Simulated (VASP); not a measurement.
# Ga3BiO4 in VASP: further runs, part 2 of 2

VASP 6.6.1. Earlier steps stand in the parts before.

### Step 4. Relaxation of cell and atoms, PBE

This run uses another cell than the first one, of 14.80 Å³/atom, 1.012 times its volume.

INCAR

```
PREC = Normal
ENCUT = 520
EDIFF = 1E-4
ISMEAR = 0
SIGMA = 0.15
LREAL = F
LASPH = T
NELM = 60
ALGO = Fast
ISIF = 3
LWAVE = F
LCHARG = F
GGA = PE
IBRION = 2
NSW = 24
EDIFFG = -0.08
```

KPOINTS

```
Automatic mesh
0
Gamma
  3 3 3
```

POSCAR

```
Ga3BiO4
1.0
   -3.0931133000      3.0931133000      3.0931133000
    3.0931133000     -3.0931133000      3.0931133000
    3.0931133000      3.0931133000     -3.0931133000
Ga Bi O
3 1 4
Direct
    0.0000000000      0.5000000000      0.5000000000
    0.5000000000      0.0000000000      0.5000000000
    0.5000000000      0.5000000000      0.0000000000
    0.0000000000      0.0000000000      0.0000000000
    0.5000000000      0.5000000000      0.5000000000
    0.0000000000      0.0000000000      0.5000000000
    0.0000000000      0.5000000000      0.0000000000
    0.5000000000      0.0000000000      0.0000000000
```

Potentials or basis: VASP PAW PBE potentials, release 64 (Ga_d, Bi_d, O).

Started as:

```console
$ cat potpaw_PBE.64/Ga_d/POTCAR potpaw_PBE.64/Bi_d/POTCAR potpaw_PBE.64/O/POTCAR > POTCAR
$ mpirun -np 1 vasp_std > vasp.out
```

OUTCAR:

```text
PREC = Normal
   ENCUT = 520
   EDIFF = 1E-4
   ISMEAR = 0
   LREAL = F
   LASPH = T
   NELM = 60
   ISIF = 3
   GGA = PE
   IBRION = 2
   NSW = 24
   EDIFFG = -0.08

 ion  position               nearest neighbor table
   1  0.000  0.500  0.500-   4 3.09   4 3.09
   2  0.500  0.000  0.500-   4 3.09   4 3.09
   3  0.500  0.500  0.000-   4 3.09   4 3.09
   4  0.000  0.000  0.000-   5 2.68   6 2.68   7 2.68   8 2.68   6 2.68   7 2.68   8 2.68   5 2.68
                             3 3.09   1 3.09   1 3.09   2 3.09   3 3.09   2 3.09
   5  0.500  0.500  0.500-   4 2.68   4 2.68
   6  0.000  0.000  0.500-   4 2.68   4 2.68
   7  0.000  0.500  0.000-   4 2.68   4 2.68
   8  0.500  0.000  0.000-   4 2.68   4 2.68

  LATTYP: Found a body centered cubic cell.
 ALAT       =     6.1862266000

  Lattice vectors:

 A1 = (  -3.0931133000,   3.0931133000,   3.0931133000)
 A2 = (   3.0931133000,  -3.0931133000,   3.0931133000)
 A3 = (   3.0931133000,   3.0931133000,  -3.0931133000)

Analysis of symmetry for initial positions (statically):
=====================================================================
 Subroutine PRICEL returns:
 Original cell was already a primitive cell.

 Routine SETGRP: Setting up the symmetry group for a
 body centered cubic supercell.

 Subroutine GETGRP returns: Found 48 space group operations
 (whereof 48 operations were pure point group operations)
 out of a pool of 48 trial point group operations.

The static configuration has the point symmetry O_h .

Analysis of symmetry for dynamics (positions and initial velocities):
=====================================================================
 Subroutine PRICEL returns:
 Original cell was already a primitive cell.

 Routine SETGRP: Setting up the symmetry group for a
 body centered cubic supercell.

 Subroutine GETGRP returns: Found 48 space group operations
 (whereof 48 operations were pure point group operations)
[... 102 lines left out ...]
   TEBEG  =    0.0;   TEEND  =   0.0 temperature during run
   PSTRESS=    0.0 pullay stress
   NELECT =      78.0000    total number of electrons
   NUPDOWN=      -1.0000    fix difference up-down
   EMIN   =  10.00;   EMAX   =-10.00  energy-range for DOS
   EFERMI =   0.00;   METHOD = LEGACY
   ISMEAR =     0;   SIGMA  =   0.15  broadening in eV -4-tet -1-fermi 0-gaus
   EFERMI_NEDOS =   21; number of points for ismear=-14 and -15
   IALGO  =     68    algorithm
   IMIX   =      4    mixing-type and parameters
     AMIX     =   0.40;   BMIX     =  1.00
     AMIX_MAG =   1.60;   BMIX_MAG =  1.00
  volume/ion in A,a.u.               =      14.80        99.85
  Fermi-wavevector in a.u.,A,eV,Ry     =   1.424592  2.692089 27.612517  2.029463
  Thomas-Fermi vector in A             =   2.545067
   LORBIT       =      0    0 simple, 1 ext, 2 COOP (PROOUT), +10 PAW based schemes
   GGA     = PE    functional components
   LHFCALC =     F    Hartree Fock is set to
   AEXX    =    0.0000 exact exchange contribution
   IVDW    =     0    specifies the selected vdW correction
   LEPSILON=     F    determine dielectric tensor
   LRPA    =     F    only Hartree local field effects (RPA)
 conjugate gradient relaxation of ions
 non-spin polarized calculation
 RMM-DIIS sequential band-by-band and
 Gauss-broadening in eV      SIGMA  =   0.15
  energy-cutoff  :      520.00
  volume of cell :      118.37
 maximum number of plane-waves:      3208
   NGX = 19   NGY = 19   NGZ = 19

--------------------------------------- Ionic step        1  -------------------------------------------

 number of electron      78.0000089 magnetization

 Free energy of the ion-electron system (eV)
  ---------------------------------------------------
  ext. energy  EPLUGINS =         0.00000000
  ---------------------------------------------------
  free energy    TOTEN  =       -35.21533038 eV

  energy without entropy =      -35.17320894  energy(sigma->0) =      -35.19426966

------------------------ aborting loop because EDIFF is reached ----------------------------------------

  FORCE on cell =-STRESS in cart. coord.  units (eV):
  Direction    XX          YY          ZZ          XY          YZ          ZX
  --------------------------------------------------------------------------------------
  -------------------------------------------------------------------------------------
  Total       -7.6527700     -7.6527700     -7.6527700     -0.0000000     -0.0000000     -0.0000000
  in kB     -103.5813971   -103.5813971   -103.5813971     -0.0000000     -0.0000000     -0.0000000
  external PRESSURE =    -103.5813971 kB  Pullay stress =       0.0000000 kB
[... 71 lines left out ...]
--------------------------------------- Ionic step        3  -------------------------------------------

 number of electron      77.9999881 magnetization

 Free energy of the ion-electron system (eV)
  ---------------------------------------------------
  ext. energy  EPLUGINS =         0.00000000
  ---------------------------------------------------
  free energy    TOTEN  =       -35.71341416 eV

  energy without entropy =      -35.67011981  energy(sigma->0) =      -35.69176698

 E-fermi :   6.5282     XC(G=0): -11.6651

 val. band max:        6.5135261982   @ k =  -0.3333   0.3333   0.3333
 cond. band min:       6.7861905658   @ k =   0.3333   0.3333   0.0000
 fundamental gap:      0.2726643677
 Fermi energy:         6.5282156384

 k-point     1 :       0.0000    0.0000    0.0000
  band No.  band energies     occupation
      1     -17.1320      2.00000
      2     -17.1320      2.00000
      3     -17.1040      2.00000
      4     -17.1040      2.00000
      5     -17.1040      2.00000
      6     -12.2998      2.00000
[... 220 lines left out ...]
  FREE ENERGIE OF THE ION-ELECTRON SYSTEM (eV)
  ---------------------------------------------------
  free  energy   TOTEN  =       -35.7134141607 eV

  energy  without entropy=      -35.6701198084  energy(sigma->0) =      -35.69176698

 reached required accuracy - stopping structural energy minimisation
```

CONTCAR:

```text
Ga3BiO4
   1.00000000000000
    -2.9673616291975398    2.9673616291975398    2.9673616291975398
     2.9673616291975398   -2.9673616291975398    2.9673616291975398
     2.9673616291975398    2.9673616291975398   -2.9673616291975398
  Ga              Bi              O
     3     1     4
Direct
     0.0000000000000000    0.5000000000000000    0.5000000000000000
     0.5000000000000000    0.0000000000000000    0.5000000000000000
     0.5000000000000000    0.5000000000000000    0.0000000000000000
     0.0000000000000000    0.0000000000000000    0.0000000000000000
     0.5000000000000000    0.5000000000000000    0.5000000000000000
     0.0000000000000000    0.0000000000000000    0.5000000000000000
     0.0000000000000000    0.5000000000000000    0.0000000000000000
     0.5000000000000000    0.0000000000000000    0.0000000000000000

  0.00000000E+00  0.00000000E+00  0.00000000E+00
  0.00000000E+00  0.00000000E+00  0.00000000E+00
  0.00000000E+00  0.00000000E+00  0.00000000E+00
  0.00000000E+00  0.00000000E+00  0.00000000E+00
  0.00000000E+00  0.00000000E+00  0.00000000E+00
  0.00000000E+00  0.00000000E+00  0.00000000E+00
  0.00000000E+00  0.00000000E+00  0.00000000E+00
  0.00000000E+00  0.00000000E+00  0.00000000E+00
```

Wall time 61 s (1 thread of Intel Xeon Platinum 8488C (Sapphire Rapids), shared host); peak memory 0.18 GiB.

What came out:

| Property | Result |
| --- | --- |
| Free energy | -35.7134 eV |
| Relaxed volume | 13.06 Å³/atom |
| Relaxed cell | a = 5.140 Å, b = 5.140 Å, c = 5.140 Å, α = 109.47°, β = 109.47°, γ = 109.47° |
| Space group after relaxing (to 0.05 Å) | Im-3m (No. 229) |
| Energy gained by relaxing | 62.3 meV/atom |
| Ionic steps | 3 |
| Pressure after relaxing | 0.0 GPa |
| Band gap on the k mesh | none (metal or under the smearing width) |

The path:
| step | energy change (eV) | largest force (eV/Å) | pressure (GPa) | volume (Å³) |
| --- | --- | --- | --- | --- |
| 1 | 0.0000 | 0.0000 | -10.36 | 118.37 |
| 2 | -0.4873 | 0.0000 | 1.98 | 102.73 |
| 3 | -0.4981 | 0.0000 | 0.05 | 104.51 |

Final structure:
```yaml
crystal:
  lattice:
    - [-2.96736, 2.96736, 2.96736]
    - [2.96736, -2.96736, 2.96736]
    - [2.96736, 2.96736, -2.96736]
  atoms:
    - { symbol: Ga, position: [0.00000, 0.50000, 0.50000] }
    - { symbol: Ga, position: [0.50000, 0.00000, 0.50000] }
    - { symbol: Ga, position: [0.50000, 0.50000, 0.00000] }
    - { symbol: Bi, position: [0.00000, 0.00000, 0.00000] }
    - { symbol: O, position: [0.50000, 0.50000, 0.50000] }
    - { symbol: O, position: [0.00000, 0.00000, 0.50000] }
    - { symbol: O, position: [0.00000, 0.50000, 0.00000] }
    - { symbol: O, position: [0.50000, 0.00000, 0.00000] }
```

Caveat: the k mesh is coarse (spacing up to 0.48 Å⁻¹), so the values aren't converged; spin-orbit coupling is left out, which moves the levels of the heavy elements; the relaxation stopped at a loose force limit of 0.08 eV/Å, so its end isn't a converged minimum.

### Step 5. Relaxation of cell and atoms, PBE

This run uses another cell than the first one, of 16.54 Å³/atom, 1.132 times its volume.

INCAR is that of step 4.

KPOINTS is that of step 4.

POSCAR

```
Ga3BiO4
1.0
   -3.2102432000      3.2102432000      3.2102432000
    3.2102432000     -3.2102432000      3.2102432000
    3.2102432000      3.2102432000     -3.2102432000
Ga Bi O
3 1 4
Direct
    0.5000000000      0.5000000000      0.0000000000
    0.5000000000      0.0000000000      0.5000000000
    0.0000000000      0.5000000000      0.5000000000
    0.0000000000      0.0000000000      0.0000000000
    0.6637862300      0.6637862300      0.6637862300
    0.3362137700      0.0000000000      0.0000000000
    0.0000000000      0.3362137700      0.0000000000
    0.0000000000      0.0000000000      0.3362137700
```

Started as:

```console
$ cat potpaw_PBE.64/Ga_d/POTCAR potpaw_PBE.64/Bi_d/POTCAR potpaw_PBE.64/O/POTCAR > POTCAR
$ mpirun -np 1 vasp_std > vasp.out
```

It took 88 s on 1 thread of Intel Xeon Platinum 8488C (Sapphire Rapids), shared host; peak memory 0.19 GiB.

Results (log left out):

```
Free energy                            : -35.4930 eV
Relaxed volume                         : 18.21 Å³/atom
Relaxed cell                           : a = 5.741 Å, b = 5.741 Å, c = 5.741 Å, α = 109.47°, β = 109.47°, γ = 109.47°
Space group after relaxing (to 0.05 Å) : I-43m (No. 217)
Energy gained by relaxing              : 185.4 meV/atom
Ionic steps                            : 4
Pressure after relaxing                : -0.7 GPa
Largest force after relaxing           : 0.025 eV/Å
Band gap on the k mesh                 : 0.84 eV, indirect (least direct gap 1.09 eV)
```

Forces on the atoms (eV/Å):
```
Ga   0.000  0.000  0.000
Ga   0.000  0.000  0.000
Ga   0.000  0.000  0.000
Bi   0.000  0.000  0.000
O   -0.014 -0.014 -0.014
O   -0.014  0.014  0.014
O    0.014 -0.014  0.014
O    0.014  0.014 -0.014
```

The path:
| step | energy change (eV) | largest force (eV/Å) | pressure (GPa) | volume (Å³) |
| --- | --- | --- | --- | --- |
| 1 | 0.0000 | 4.9828 | 16.90 | 132.33 |
| 2 | 0.2758 | 1.8357 | -11.14 | 168.64 |
| 3 | -1.4756 | 0.1430 | -1.46 | 146.43 |
| 4 | -1.4828 | 0.0249 | -0.67 | 145.64 |

Final structure:
```
Ga Bi O
1.0
    -3.31444    3.31444    3.31444
     3.31444   -3.31444    3.31444
     3.31444    3.31444   -3.31444
Ga Bi O
3 1 4
Direct
  0.50000 0.50000 0.00000
  0.50000 0.00000 0.50000
  0.00000 0.50000 0.50000
  0.00000 0.00000 0.00000
  0.64509 0.64509 0.64509
  0.35491 0.00000 0.00000
  0.00000 0.35491 0.00000
  0.00000 0.00000 0.35491
```

Levels at points of the mesh, in eV from the valence-band top:
```
           k point  band 36  band 37  band 38  band 39  band 40  band 41  band 42  band 43
(0.00, 0.00, 0.00)    -1.97    -1.97    -0.54    -0.54     1.08     3.06     3.06     3.06
```

Caveat: the k mesh is coarse (spacing up to 0.46 Å⁻¹), so the values aren't converged; spin-orbit coupling is left out, which as a rule narrows the gap of such compounds by several tenths of an eV; an odd mesh through Γ misses points on the zone boundary, where band edges often lie; the relaxation stopped at a loose force limit of 0.08 eV/Å, so its end isn't a converged minimum.
